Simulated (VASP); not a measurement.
# GeSiH₅F: harmonic vibrations of a molecule

GeSiH₅F, molecule in box, 8 atoms in the cell. PBE, harmonic vibrations; PAW potentials F, Si, Ge_d, H (PBE set).

## Input

INCAR.step1:
```
SYSTEM = SiGeH5F
  PREC = Accurate
  ENCUT = 400
  EDIFF = 1E-8
  ISMEAR = 0
  SIGMA = 0.01
  ISYM = 0
  LREAL = .False.
  LASPH = .True.
  NELM = 100
  ALGO = Normal
  LWAVE = .False.
  LCHARG = .False.
  IBRION = 2
  NSW = 60
  ISIF = 2
  EDIFFG = -0.002
  POTIM = 0.5
```

INCAR.step2, as INCAR.step1 but for:
```
- IBRION = 2
- NSW = 60
- ISIF = 2
- EDIFFG = -0.002
- POTIM = 0.5
+ IBRION = 5
+ NFREE = 2
+ POTIM = 0.015
+ NSW = 1
```

KPOINTS:
```
k-points
0
Gamma
  1 1 1
```

POSCAR.step1:
```
SiGeH5F
1.0
   13.0000000000      0.0000000000      0.0000000000
    0.0000000000     13.0000000000      0.0000000000
    0.0000000000      0.0000000000     14.0000000000
F Si Ge H
1 1 1 5
Direct
    0.3525346200      0.5891384600      0.4724678600
    0.4642115400      0.5509384600      0.4386607100
    0.5428653800      0.4545923100      0.5634035700
    0.4503346200      0.4873461500      0.3514607100
    0.5258576900      0.6435461500      0.4144250000
    0.5567500000      0.5207769200      0.6533964300
    0.6494653800      0.4181307700      0.5297392900
    0.4780269200      0.3596846200      0.5889035700
```

Commands (each step's output is kept before the next begins):
```
cat potpaw_PBE.64/F/POTCAR potpaw_PBE.64/Si/POTCAR potpaw_PBE.64/Ge_d/POTCAR potpaw_PBE.64/H/POTCAR > POTCAR
cp INCAR.step1 INCAR
cp POSCAR.step1 POSCAR
mpirun -np 8 vasp_gam > vasp.out
cp CONTCAR POSCAR
cp INCAR.step2 INCAR
mpirun -np 8 vasp_gam > vasp.out
```

## Result

- Vibrations (cm⁻¹; a negative value is imaginary): 2176, 2165, 2091, 2086, 2070, 924, 876, 861, 845, 812, 750, 711, 563, 448, 337, 329, 148, 88
- Zero-point energy (eV): 1.133
- Translations and rotations, which should read zero (cm⁻¹): -23, -14, -5, 3, 6, 15
- Vibrational entropy at 298 K (meV/K): 0.502
- Displaced cells: 48
- Ionic steps, all stages: 75
- Electronic steps, all stages: 1229

VASP 6.6.1 took 2415 s on 8 cores (AMD EPYC 7R13 (Zen 3)), a shared host.
